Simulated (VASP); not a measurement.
```xyz
3
Lattice="0.0000 2.3000 2.3000 2.3000 0.0000 2.3000 2.3000 2.3000 0.0000" Properties=species:S:1:pos:R:3 pbc="T T T"
Li     1.1500     1.1500     1.1500
Li     3.4500     3.4500     3.4500
O      0.0000     0.0000     0.0000
```

The numbers are results of optB88-vdW, VASP's PBE PAW potentials (set 64) (plane waves; VASP), not measurements. Settings: 520 eV cut-off, Gaussian smearing of 0.050 eV, potentials Li_sv O.

### Question
Give the energies of bands 4 to 7 at the high-symmetry points, in eV from the valence-band maximum.

### Answer

| band | Γ | X | U | L | W |
|---|---|---|---|---|---|
| 4 | 0.00 | -1.59 | -2.01 | -2.75 | -1.82 |
| 5 | 0.00 | -1.39 | -1.50 | -0.45 | -1.48 |
| 6 | 0.00 | -1.39 | -1.09 | -0.45 | -1.48 |
| 7 | 5.56 | 5.17 | 6.74 | 9.46 | 7.37 |

The gap is indirect, 5.17 eV, from the valence maximum at Γ to the conduction minimum at X.

Measured: gap 8.00 eV (computed value off by -2.83 eV), as given by Das et al., (2018), arXiv:1807.05623.

The compound is Li2O in the antifluorite structure. It was relaxed first.
